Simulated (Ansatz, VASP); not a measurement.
**SnO2 (Cassiterite) in two plane-wave programs**

One calculation is typed for both programs; each brings its own data sets and cutoff. How far apart do they land? The cell is taken from a series of VASP runs on this material, whose earlier steps may have relaxed, scaled or displaced it; both programs get it as it stands. Other levels of theory on this material are compared in a session of their own.

Main program and level: Ansatz 0.2.0; plane waves, with VASP 6.6.1 beside it; band structure at LDA, spin-orbit coupling.

## Step 1: The starting structure

Symmetry: P4_2/mnm, No. 136, tetragonal system. Conventional cell: a = 4.738 Å, b = 4.738 Å, c = 3.187 Å, α = 90.00°, β = 90.00°, γ = 90.00°. Nearest to Sn lie 6 O at 2.05 to 2.06 Å. O has 3 Sn at 2.05 to 2.06 Å nearest. Farther neighbours and most contacts between anions are not listed.

As a file:

```cif
data_structure
_symmetry_space_group_name_H-M 'P4_2/mnm'
_symmetry_Int_Tables_number 136
_cell_length_a 4.7380
_cell_length_b 4.7380
_cell_length_c 3.1865
_cell_angle_alpha 90.000
_cell_angle_beta 90.000
_cell_angle_gamma 90.000
_cell_volume 71.53
loop_
_atom_site_label
_atom_site_type_symbol
_atom_site_symmetry_multiplicity
_atom_site_Wyckoff_symbol
_atom_site_fract_x
_atom_site_fract_y
_atom_site_fract_z
_atom_site_occupancy
Sn1 Sn 2 a 0.50000 0.50000 0.50000 1
O1 O 4 f 0.80594 0.19406 0.50000 1
```

## Step 2: VASP: band structure, LDA, spin-orbit coupling

Levels along a path test the potential and the projectors away from the mesh points.

Lines of VASP's logs that name or quote its potential files are left out, and so is its time.

Contents of INCAR:

```
SYSTEM = SnO2
PREC = Accurate
ENCUT = 460
EDIFF = 1E-06
NELM = 100
ISMEAR = 0
SIGMA = 0.03
LREAL = .FALSE.
ALGO = Normal
GGA = CA
LNONCOLLINEAR = .TRUE.
MAGMOM = 0 0 0 0 0 0 0 0 0 0 0 0 0 0 0 0 0 0
NBANDS = 64
GGA_COMPAT = .FALSE.
LASPH = .TRUE.
LSORBIT = .TRUE.
LORBIT = 11
LWAVE = .FALSE.
LCHARG = .FALSE.
KPAR = 8
```

Contents of POSCAR:

```
SnO2
1.0
    4.7380000000      0.0000000000      0.0000000000
    0.0000000000      4.7380000000      0.0000000000
    0.0000000000      0.0000000000      3.1865000000
Sn O
2 4
Direct
    0.5000000000      0.5000000000      0.5000000000
    0.0000000000      0.0000000000      0.0000000000
    0.8059385347      0.1940614653      0.5000000000
    0.6940614653      0.6940614653      0.0000000000
    0.1940614653      0.8059385347      0.5000000000
    0.3059385347      0.3059385347      0.0000000000
```

Contents of KPOINTS:

```
Automatic mesh
0
Gamma
6 6 6
0 0 0
```

Contents of KPOINTS_OPT:

```
Line mode
8
Line-mode
Reciprocal
  0.00000000   0.00000000   0.00000000 GAMMA
  0.00000000   0.50000000   0.00000000 X

  0.00000000   0.50000000   0.00000000 X
  0.50000000   0.50000000   0.00000000 M

  0.50000000   0.50000000   0.00000000 M
  0.00000000   0.00000000   0.00000000 GAMMA

  0.00000000   0.00000000   0.00000000 GAMMA
  0.00000000   0.00000000   0.50000000 Z

  0.00000000   0.00000000   0.50000000 Z
  0.00000000   0.50000000   0.50000000 R

  0.00000000   0.50000000   0.50000000 R
  0.50000000   0.50000000   0.50000000 A

  0.50000000   0.50000000   0.50000000 A
  0.00000000   0.00000000   0.50000000 Z

  0.00000000   0.50000000   0.00000000 X
  0.00000000   0.50000000   0.50000000 R

  0.50000000   0.50000000   0.00000000 M
  0.50000000   0.50000000   0.50000000 A
```

Potentials, in the order of the species: Sn_d and O (LDA family, release 64).

Command:

```bash
$ mpirun -np 8 vasp_ncl
```

Numbers of over 12 decimals in the logs are rounded to 6 here.

The log of the run:

```text
[banner, memory and clock lines left out]
running    8 mpi-ranks, on    1 nodes
 distrk:  each k-point on    1 cores,    8 groups
 distr:  one band on    1 cores,    1 groups

 POSCAR found type information on POSCAR SnO
 POSCAR found :  2 types and       6 ions
|                                                                             |
|           W    W    AA    RRRRR   N    N  II  N    N   GGGG   !!!           |
|           W    W   A  A   R    R  NN   N  II  NN   N  G    G  !!!           |
|           W    W  A    A  R    R  N N  N  II  N N  N  G       !!!           |
|           W WW W  AAAAAA  RRRRR   N  N N  II  N  N N  G  GGG   !            |
|           WW  WW  A    A  R   R   N   NN  II  N   NN  G    G                |
|           W    W  A    A  R    R  N    N  II  N    N   GGGG   !!!           |
|                                                                             |
|     For optimal performance we recommend to set                             |
|       NCORE = 2 up to number-of-cores-per-socket                            |
|     NCORE specifies how many cores store one orbital (NPAR=cpu/NCORE).      |
|     This setting can greatly improve the performance of VASP for DFT.       |
|     The default, NCORE=1 might be grossly inefficient on modern             |
|     multi-core architectures or massively parallel machines. Do your        |
|     Unfortunately you need to use the default for GW and RPA                |
|     calculations (for HF NCORE is supported but not extensively tested      |
|     yet).                                                                   |
|                                                                             |

 LDA part: xc-table for (Slater(with rela. corr.)+CA(PZ))
 , standard interpolation
 POSCAR, INCAR and KPOINTS ok, starting setup
 FFT: planning ... GRIDC
 FFT: planning ... GRID_SOFT
 FFT: planning ... GRID
 WAVECAR not read
 entering main loop
       N       E                     dE             d eps       ncg     rms          rms(c)
DAV:   1     0.753807298713E+03    0.75381E+03   -0.22331E+04  5952   0.240E+03
DAV:   2     0.110932676108E+03   -0.64287E+03   -0.61016E+03  5456   0.754E+02
DAV:   3    -0.361442951407E+02   -0.14708E+03   -0.14410E+03  5536   0.269E+02
DAV:   4    -0.481218500106E+02   -0.11978E+02   -0.11852E+02  6352   0.865E+01
DAV:   5    -0.484873783349E+02   -0.36553E+00   -0.36454E+00  6096   0.155E+01    0.157E+01
DAV:   6    -0.423883485127E+02    0.60990E+01   -0.20648E+01  8272   0.715E+01    0.602E+00
DAV:   7    -0.424635051397E+02   -0.75157E-01   -0.24375E+00  5752   0.950E+00    0.333E+00
DAV:   8    -0.423911648606E+02    0.72340E-01   -0.34427E-01  7392   0.586E+00    0.108E+00
DAV:   9    -0.423719679000E+02    0.19197E-01   -0.48052E-02  7632   0.338E+00    0.348E-01
DAV:  10    -0.423717397455E+02    0.22815E-03   -0.11638E-02  8000   0.109E+00    0.126E-01
DAV:  11    -0.423716933557E+02    0.46390E-04   -0.25235E-03  7352   0.566E-01    0.371E-02
DAV:  12    -0.423716818987E+02    0.11457E-04   -0.16250E-04  7216   0.196E-01    0.823E-03
DAV:  13    -0.423716850547E+02   -0.31560E-05   -0.28269E-05  6920   0.409E-02    0.855E-03
DAV:  14    -0.423716843855E+02    0.66923E-06   -0.23754E-06  5312   0.208E-02
   1 F= -.42371684E+02 E0= -.42371684E+02  d E =-.161072E-16  mag=    -0.0000    -0.0000    -0.0000
 Start KPOINTS_OPT (optional k-point list driver)
k-point batch [1-40\72]
       N       E                     dE             ncg
DAV:   1     0.197289229147E+05   -0.14095E+05     5968
DAV:   2    -0.571499283331E+04   -0.25444E+05     5344
DAV:   3    -0.115302521495E+05   -0.58153E+04     5648
DAV:   4    -0.120036055910E+05   -0.47335E+03     6208
DAV:   5    -0.120183989623E+05   -0.14793E+02     6048
DAV:   6    -0.120191794918E+05   -0.78053E+00     7688
DAV:   7    -0.120191910428E+05   -0.11551E-01     6504
DAV:   8    -0.120191914000E+05   -0.35718E-03     7736
DAV:   9    -0.120191914031E+05   -0.31077E-05     4480
DAV:  10    -0.120191914035E+05   -0.35028E-06     3792
k-point batch [41-72\72]
       N       E                     dE             ncg
DAV:   1     0.290711446779E+05   -0.36162E+05     4776
DAV:   2     0.900236760601E+04   -0.20069E+05     4272
DAV:   3     0.441256713395E+04   -0.45898E+04     4408
DAV:   4     0.403962173108E+04   -0.37295E+03     5104
DAV:   5     0.402836475375E+04   -0.11257E+02     4904
DAV:   6     0.402777761888E+04   -0.58713E+00     6088
DAV:   7     0.402776806436E+04   -0.95545E-02     5352
DAV:   8     0.402776778334E+04   -0.28102E-03     6112
DAV:   9     0.402776778073E+04   -0.26077E-05     3640
DAV:  10     0.402776778043E+04   -0.30623E-06     3192
```

From OUTCAR (step 2):

```text
ion  position               nearest neighbor table
   1  0.500  0.500  0.500-   3 2.05   5 2.05   4 2.06   6 2.06   4 2.06   6 2.06   2 3.71   2 3.71
                             2 3.71   2 3.71   2 3.71   2 3.71   2 3.71   2 3.71
   2  0.000  0.000  0.000-   4 2.05   6 2.05   5 2.06   3 2.06   3 2.06   5 2.06   1 3.71   1 3.71
                             1 3.71   1 3.71   1 3.71   1 3.71   1 3.71   1 3.71
   3  0.806  0.194  0.500-   1 2.05   2 2.06   2 2.06
   4  0.694  0.694  0.000-   2 2.05   1 2.06   1 2.06
   5  0.194  0.806  0.500-   1 2.05   2 2.06   2 2.06
   6  0.306  0.306  0.000-   2 2.05   1 2.06   1 2.06

  LATTYP: Found a simple tetragonal cell.
 ALAT       =     4.7380000000
 C/A-ratio  =     0.6725411566

 Subroutine GETGRP returns: Found 16 space group operations
 (whereof  8 operations were pure point group operations)

The static configuration has the point symmetry D_2h.
 The point group associated with its full space group is D_4h.

 Found     40 irreducible k-points:

   k-points           NKPTS =     40   k-points in BZ     NKDIM =     40   number of bands    NBANDS=     64

   dimension x,y,z NGX =    36 NGY =   36 NGZ =   24
   dimension x,y,z NGXF=    72 NGYF=   72 NGZF=   48

   ENCUT  =  460.0 eV  33.81 Ry    5.81 a.u.   8.29  8.29  5.57*2*pi/ulx,y,z

   NELECT =      52.0000    total number of electrons

 k-points in reciprocal lattice and weights: Automatic mesh
   0.00000000  0.00000000  0.00000000       0.005
   0.16666667  0.00000000  0.00000000       0.019
   0.33333333  0.00000000  0.00000000       0.019
   0.50000000  0.00000000  0.00000000       0.009
   0.16666667  0.16666667  0.00000000       0.019
   0.33333333  0.16666667  0.00000000       0.037
   0.50000000  0.16666667  0.00000000       0.019
   0.33333333  0.33333333  0.00000000       0.019
   0.50000000  0.33333333  0.00000000       0.019
[...]
0.50000000  0.33333333  0.50000000       0.019
   0.50000000  0.50000000  0.50000000       0.005

 average (electrostatic) potential at core
       1 -99.2015       2 -99.2015       3 -69.0102       4 -69.0102       5 -69.0102
       6 -69.0102

 E-fermi :   6.0287

 k-point     1 :       0.0000    0.0000    0.0000
  band No.  band energies     occupation
    ...
     48       5.0427      1.00000
     49       5.0677      1.00000
     50       5.0677      1.00000
     51       5.8665      1.00000
     52       5.8665      1.00000
     53       7.0144      0.00000
     54       7.0144      0.00000
     55      11.8280      0.00000
     56      11.8280      0.00000
     57      11.8318      0.00000
    ...

 k-point     2 :       0.1667    0.0000    0.0000
  band No.  band energies     occupation
    ...
     48       4.6198      1.00000
     49       5.0756      1.00000
     50       5.0756      1.00000
     51       5.7211      1.00000
     52       5.7211      1.00000
     53       7.7075      0.00000
     54       7.7075      0.00000
     55      11.5828      0.00000
     56      11.5828      0.00000
     57      12.0230      0.00000
    ...

 k-point     3 :       0.3333    0.0000    0.0000
  band No.  band energies     occupation
    ...
     48       4.6394      1.00000
     49       5.1281      1.00000
     50       5.1281      1.00000
     51       5.4102      1.00000
     52       5.4102      1.00000
     53       8.9511      0.00000
     54       8.9511      0.00000
     55      11.0805      0.00000
     56      11.0805      0.00000
     57      12.3778      0.00000
    ...

  Total       -0.5278157     -0.5278157      0.0197516      0.0000000      0.0000000      0.0000000
  in kB      -11.8219423    -11.8219423      0.4423944      0.0000000      0.0000000      0.0000000
  external PRESSURE =      -7.7338301 kB  Pullay stress =       0.0000000 kB

  energy-cutoff  :      460.00
  volume of cell :       71.53
      direct lattice vectors                 reciprocal lattice vectors
     4.738000000  0.000000000  0.000000000     0.211059519  0.000000000  0.000000000
     0.000000000  4.738000000  0.000000000     0.000000000  0.211059519  0.000000000
     0.000000000  0.000000000  3.186500000     0.000000000  0.000000000  0.313823945

 POSITION                                       TOTAL-FORCE (eV/Angst)
 -----------------------------------------------------------------------------------
      2.36900      2.36900      1.59325         0.000000      0.000000      0.000000
      0.00000      0.00000      0.00000         0.000000      0.000000      0.000000
      3.81854      0.91946      1.59325         0.000902     -0.000902     -0.000000
      3.28846      3.28846      0.00000        -0.000902     -0.000902      0.000000
      0.91946      3.81854      1.59325        -0.000902      0.000902      0.000000
      1.44954      1.44954      0.00000         0.000902      0.000902     -0.000000
 -----------------------------------------------------------------------------------
    total drift:                                0.000000      0.000000      0.000000

  FREE ENERGIE OF THE ION-ELECTRON SYSTEM (eV)
  ---------------------------------------------------
  free  energy   TOTEN  =       -42.3716843855 eV

  energy  without entropy=      -42.3716843855  energy(sigma->0) =      -42.37168439

 Spin-Orbit-Coupling matrix elements
 Ion:    1  E_soc:     -0.0774747
 Ion:    2  E_soc:     -0.0774747
 Ion:    3  E_soc:     -0.0003620
 Ion:    4  E_soc:     -0.0003620
 Ion:    5  E_soc:     -0.0003620
 Ion:    6  E_soc:     -0.0003620

 total charge
# of ion       s       p       d       tot
------------------------------------------
    1        0.893   1.126  10.389  12.408
    2        0.893   1.126  10.389  12.408
    3        1.556   3.495   0.000   5.051
    4        1.556   3.495   0.000   5.051
    5        1.556   3.495   0.000   5.051
    6        1.556   3.495   0.000   5.051
--------------------------------------------------
tot          8.012  16.231  20.779  45.022

 magnetization (x)
# of ion       s       p       d       tot
------------------------------------------
    1        0.000   0.000   0.000   0.000
    2        0.000   0.000   0.000   0.000
    3        0.000   0.000   0.000   0.000
    4        0.000   0.000   0.000   0.000
    5        0.000   0.000   0.000   0.000
    6        0.000   0.000   0.000   0.000
--------------------------------------------------
tot          0.000   0.000   0.000   0.000

 magnetization (y)
# of ion       s       p       d       tot
------------------------------------------
    1        0.000   0.000   0.000   0.000
    2        0.000   0.000   0.000   0.000
    3        0.000   0.000   0.000   0.000
    4        0.000   0.000   0.000   0.000
    5        0.000   0.000   0.000   0.000
    6        0.000   0.000   0.000   0.000
--------------------------------------------------
tot          0.000   0.000   0.000   0.000

 magnetization (z)
# of ion       s       p       d       tot
------------------------------------------
    1       -0.000   0.000   0.000  -0.000
    2        0.000   0.000   0.000   0.000
    3        0.000   0.000   0.000   0.000
    4        0.000   0.000   0.000   0.000
    5        0.000   0.000   0.000   0.000
    6        0.000   0.000   0.000   0.000
--------------------------------------------------
tot         -0.000   0.000   0.000  -0.000

[... 3 further parts left out ...]
```

The run ends at a pressure of -0.77 GPa, with forces up to 0.0013 eV/Å.

(Part 1 of 2 ends here.)

[Lines on the potential files, build, host, timing and source positions are cut from VASP's logs without a mark.]

[Logs are printed without paths, hosts, clocks, repeated set-up lines and the standing remarks that a program may print on its own settings, such as how far it seeks lower states.]

[Hosts, paths, dates, database ids (printed as entryN), source tags and the programs' standing remarks are cut or masked in the printed files.]
